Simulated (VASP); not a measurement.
VASP ran on this input.

File KPOINTS:
```
K-points
0
G
 7 7 7
```

### POSCAR
```
PbSe
1
    0.0000000000     3.0431150611     3.0431150611
    3.0431150611     0.0000000000     3.0431150611
    3.0431150611     3.0431150611     0.0000000000
Pb Se
1 1
Direct
  0.0000000000   0.0000000000   0.0000000000
  0.5000000000   0.5000000000   0.5000000000
```

### INCAR
```
ALGO=Normal
EDIFF=1E-7
ENCUT=520
GGA=91
ISIF=2
ISMEAR=0
LASPH=.True.
LCHARG=.False.
LMAXMIX=4
LREAL=.False.
LWAVE=.False.
NELM=100
PREC=Accurate
SIGMA=0.05
SYSTEM=PbSe
```

POTCAR, in this order: Pb_d Se (PBE.64 set). Program: vasp_std.

Write an equivalent input for Quantum ESPRESSO's pw.x.

One equivalent input (not run):
```
&CONTROL
  calculation = 'scf'
  pseudo_dir = './pseudo'
  outdir = './out'
  tprnfor = .true.
  tstress = .true.
/
&SYSTEM
  ibrav = 0
  nat = 2
  ntyp = 2
  ecutwfc = 86
  occupations = 'smearing'
  smearing = 'gaussian'
  degauss = 0.003675
  input_dft = 'pw91'
/
&ELECTRONS
  conv_thr = 7.3e-09
  electron_maxstep = 100
/
ATOMIC_SPECIES
  Pb 207.200 Pb.upf
  Se 78.971 Se.upf
CELL_PARAMETERS angstrom
     0.0000000    3.0431151    3.0431151
     3.0431151    0.0000000    3.0431151
     3.0431151    3.0431151    0.0000000
ATOMIC_POSITIONS crystal
  Pb   0.0000000  0.0000000  0.0000000
  Se   0.5000000  0.5000000  0.5000000
K_POINTS automatic
  7 7 7 0 0 0
```
Limits of the translation: the potentials are each code's own (VASP's PAW set, PseudoDojo norm-conserving files in pw.x), so ENCUT and ecutwfc are chosen apart and not converted; conv_thr bounds pw.x's estimated SCF error, while EDIFF bounds the energy change between steps.

The compound is PbSe in the rock salt structure. This cell is one point of a volume scan, at 0.94 of the reference volume.
